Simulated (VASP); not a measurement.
Energy against volume of BN (wurtzite). All values below come from r2SCAN+rVV10, VASP's PBE PAW potentials (set 64) (plane waves; VASP). Settings: 520 eV cut-off, 10×10×5 Γ-centred mesh, Gaussian smearing of 0.050 eV, potentials B N.

Shape and ions are relaxed at each volume.

```tsv
V (Å³/atom)	E (eV/atom)
5.722	-9.50937
5.899	-9.51667
6.076	-9.51089
6.253	-9.49371
```

Question: Fit these four points and predict the energy of the run at 5.545 Å³/atom.

Answer: A cubic in V^(−2/3), the third-order Birch-Murnaghan form, passes through the four points with V0 = 5.91 Å³/atom and B0 = 392 GPa, and gives -9.4870 eV/atom there. The run gave -9.4870 eV/atom, -0.0 meV/atom from the fit; all five points give B0 = 393 GPa.

The compound is BN in the wurtzite structure, a metastable high-pressure form. It was relaxed first.
